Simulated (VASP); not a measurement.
Method: PBE GGA, VASP's PBE PAW potentials (set 64) (plane waves; VASP).

VASP ran on this input.

**POSCAR**
```
Ni3Si
1
    3.5180730000     0.0000000000     0.0000000000
    0.0000000000     3.5180730000     0.0000000000
    0.0000000000     0.0000000000     3.5180730000
Si Ni
1 3
Direct
  0.0000000000   0.0000000000   0.0000000000
  0.0000000000   0.5000000000   0.5000000000
  0.5000000000   0.0000000000   0.5000000000
  0.5000000000   0.5000000000   0.0000000000
```

KPOINTS:
```
Automatic mesh
0
Gamma
9 9 9
0 0 0
```

INCAR:
```
! general
SYSTEM =Ni3Si
PREC   =Accurate
ENCUT  =300
LREAL  =F
LASPH  =T   ! aspherical one-centre terms

! electronic loop
EDIFF  =1E-6   ! SCF stop (eV)
NELM   =100
ALGO   =Normal   ! blocked Davidson
LMAXMIX=4

! smearing
ISMEAR =-1   ! Fermi-Dirac
SIGMA  =0.05

! functional
GGA    =PE   ! PBE

! ions
ISIF   =2   ! forces and stress, cell fixed

! output
LWAVE  =F
LCHARG =F
```

POTCAR, in this order: Si Ni (PBE.64 set). Program: vasp_std.

Q: What will the output report for the number of irreducible k-points (NKPTS), largest plane-wave count, number of space-group operations, FFT grid (NGX, NGY, NGZ)?

A: 
```json
{
 "number of irreducible k-points (NKPTS)": "35",
 "largest_plane_wave_count": "526",
 "number_of_space_group_operations": "48",
 "FFT grid (NGX, NGY, NGZ)": "20 × 20 × 20"
}
```

The structure is a typed Ni3Si crystal. The cell was not relaxed at this level. The run is not spin-polarised, so no magnetic state was tried.
